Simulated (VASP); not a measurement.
Input for VASP

### POSCAR
```
YSb
3.745540
  0.9999998839   0.0000000000   0.0000000000
  0.0000000000   0.9999998839   0.0000000000
  0.0000000000   0.0000000000   0.9999998839
Y Sb
1 1
Cartesian
  0.0000000000   0.0000000000   0.0000000000
  0.4999999419   0.4999999419   0.4999999419
```

KPOINTS:
```
Automatic mesh
0
Gamma
11 11 11
0 0 0
```

**INCAR**
```
SYSTEM = YSb
PREC = Accurate; ENCUT = 400; LREAL = .FALSE.
LASPH = .TRUE.
EDIFF = 1E-7; NELM = 100; ALGO = Normal
LMAXMIX = 4
ISMEAR = -5
GGA = PS
ISIF = 2
LWAVE = .FALSE.; LCHARG = .TRUE.; LORBIT = 11
NEDOS = 601
```

POTCAR, in this order: Y_sv Sb (PBE.64 set). Program: vasp_std.

Question: Write an equivalent input for Quantum ESPRESSO's pw.x.

Answer: One equivalent input (not run):
```
&CONTROL
  calculation = 'scf'
  pseudo_dir = './pseudo'
  outdir = './out'
  tprnfor = .true.
  tstress = .true.
/
&SYSTEM
  ibrav = 0
  nat = 2
  ntyp = 2
  ecutwfc = 80
  occupations = 'tetrahedra'
  input_dft = 'pbesol'
/
&ELECTRONS
  conv_thr = 7.3e-09
  electron_maxstep = 100
/
ATOMIC_SPECIES
  Y 88.906 Y.upf
  Sb 121.760 Sb.upf
CELL_PARAMETERS angstrom
     3.7455396    0.0000000   -0.0000000
     0.0000000    3.7455396   -0.0000000
     0.0000000    0.0000000    3.7455396
ATOMIC_POSITIONS crystal
  Y    0.0000000  0.0000000  0.0000000
  Sb   0.5000000  0.5000000  0.5000000
K_POINTS automatic
  11 11 11 0 0 0
```
What does not carry over: the potentials are each code's own (VASP's PAW set, PseudoDojo norm-conserving files in pw.x), so ENCUT and ecutwfc are chosen apart and not converted; conv_thr bounds pw.x's estimated SCF error, while EDIFF bounds the energy change between steps.

The structure was generated: YSb was put into the CsCl type type (Pm-3m), which need not be its known phase. It was relaxed first, which changed the volume by -33 %.
